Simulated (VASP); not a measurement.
Computed with PBE GGA, VASP's PBE PAW potentials (set 64) (plane waves; VASP 6.6.1).

The input files of a VASP run:

**POSCAR**
```
Ge
1
    0.0000000000     2.8510660000     2.8510660000
    2.8510660000     0.0000000000     2.8510660000
    2.8510660000     2.8510660000     0.0000000000
Ge
2
Direct
  0.0000000000   0.0000000000   0.0000000000
  0.2500000000   0.2500000000   0.2500000000
```

KPOINTS:
```
Automatic
0
G
3 3 3
```

**INCAR**
```
# general
SYSTEM  = Ge
PREC    = Accurate
ENCUT   = 300
LREAL   = .False.
LASPH   = .True.

# electronic loop
EDIFF   = 1E-6
NELM    = 100
ALGO    = Normal
LMAXMIX = 4

# smearing
ISMEAR  = -1
SIGMA   = 0.01

# functional
GGA     = PE

# ions
ISIF    = 2

# output
LWAVE   = .False.
LCHARG  = .False.
```

POTCAR, in this order: Ge_d (PBE.64 set). Program: vasp_std.

The run wrote:

File OSZICAR:
```
       N       E                     dE             d eps       ncg     rms          rms(c)
DAV:   1     0.127588850447E+03    0.12759E+03   -0.12116E+04   152   0.311E+03
DAV:   2     0.514486723950E+01   -0.12244E+03   -0.12031E+03   144   0.378E+02
DAV:   3    -0.804503921173E+01   -0.13190E+02   -0.13128E+02   160   0.114E+02
DAV:   4    -0.836831049966E+01   -0.32327E+00   -0.32165E+00   172   0.214E+01
DAV:   5    -0.837313588883E+01   -0.48254E-02   -0.48210E-02   172   0.229E+00    0.333E+00
DAV:   6    -0.829843617972E+01    0.74700E-01   -0.31179E-02   154   0.139E+00    0.201E+00
DAV:   7    -0.826202996411E+01    0.36406E-01   -0.89782E-02   156   0.237E+00    0.183E-01
DAV:   8    -0.826553335169E+01   -0.35034E-02   -0.73671E-03   152   0.982E-01    0.669E-02
DAV:   9    -0.826564564362E+01   -0.11229E-03   -0.31987E-04   174   0.249E-01    0.165E-02
DAV:  10    -0.826566629939E+01   -0.20656E-04   -0.60984E-05   174   0.114E-01    0.886E-03
DAV:  11    -0.826566874858E+01   -0.24492E-05   -0.86858E-06   166   0.485E-02    0.127E-03
DAV:  12    -0.826566875948E+01   -0.10891E-07   -0.17144E-07    86   0.516E-03
   1 F= -.82656688E+01 E0= -.82649615E+01  d E =-.141448E-02
```

OUTCAR:
```
------------------------ aborting loop because EDIFF is reached ----------------------------------------
  FORCE on cell =-STRESS in cart. coord.  units (eV):
  Direction    XX          YY          ZZ          XY          YZ          ZX
  --------------------------------------------------------------------------------------
  Total        0.9531994      0.9531994      0.9531994     -0.0000000      0.0000000      0.0000000
  in kB       32.9490231     32.9490231     32.9490231     -0.0000000      0.0000000      0.0000000
  external PRESSURE =      32.9490231 kB  Pullay stress =       0.0000000 kB
  volume of cell :       46.35
      direct lattice vectors                 reciprocal lattice vectors
     0.000000000  2.851066000  2.851066000    -0.175373001  0.175373001  0.175373001
     2.851066000  0.000000000  2.851066000     0.175373001 -0.175373001  0.175373001
     2.851066000  2.851066000  0.000000000     0.175373001  0.175373001 -0.175373001
 POSITION                                       TOTAL-FORCE (eV/Angst)
 -----------------------------------------------------------------------------------
      0.00000      0.00000      0.00000         0.000000     -0.000000     -0.000000
      1.42553      1.42553      1.42553        -0.000000      0.000000      0.000000
 -----------------------------------------------------------------------------------
    total drift:                               -0.000000      0.000000      0.000000
  FREE ENERGIE OF THE ION-ELECTRON SYSTEM (eV)
  ---------------------------------------------------
  free  energy   TOTEN  =        -8.2656687595 eV

  energy  without entropy=       -8.2642542830  energy(sigma->0) =       -8.26496152
```
(Selected blocks of OUTCAR.)

At this cut-off the stress carries a Pulay error, which pulls relaxed volumes low.

The structure is a typed Ge crystal (Fd-3m). The cell was not relaxed at this level. The k-mesh is coarse (spacing up to 0.64 per Å, 2π included), so the numbers may not be converged in it. The run is one of a series of settings (KPOINTS 3×3×3 Γ-centred mesh against the base run), some of them coarse on purpose.
